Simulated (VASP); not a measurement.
Here is the system:

```xyz
5
Lattice="4.0579 0.0000 0.0000 0.0000 4.0579 0.0000 0.0000 0.0000 4.0579" Properties=species:S:1:pos:R:3 pbc="T T T"
K      0.0000     0.0000     0.0000
Zn     2.0290     2.0290     2.0290
F      2.0290     0.0000     2.0290
F      0.0000     2.0290     2.0290
F      2.0290     2.0290     0.0000
```

Method: PBEsol GGA, VASP's PBE PAW potentials (set 64) (plane waves; VASP). Run with 620 eV cut-off, 6×6×6 Γ-centred mesh, Gaussian smearing of 0.050 eV, potentials K_sv Zn F.

Task: Estimate the energy per atom (σ→0), band gap (on the k-mesh) with the smallest direct gap where there is one.

Result: 
band gap (on the k-mesh): 3.62 eV
smallest direct gap (on the k-mesh): 5.45 eV
energy per atom (σ→0): -4.270 eV/atom

Total energies compare only between runs with the same potentials, cut-off and functional.

The compound is KZnF3 in the cubic perovskite structure. It was relaxed first.
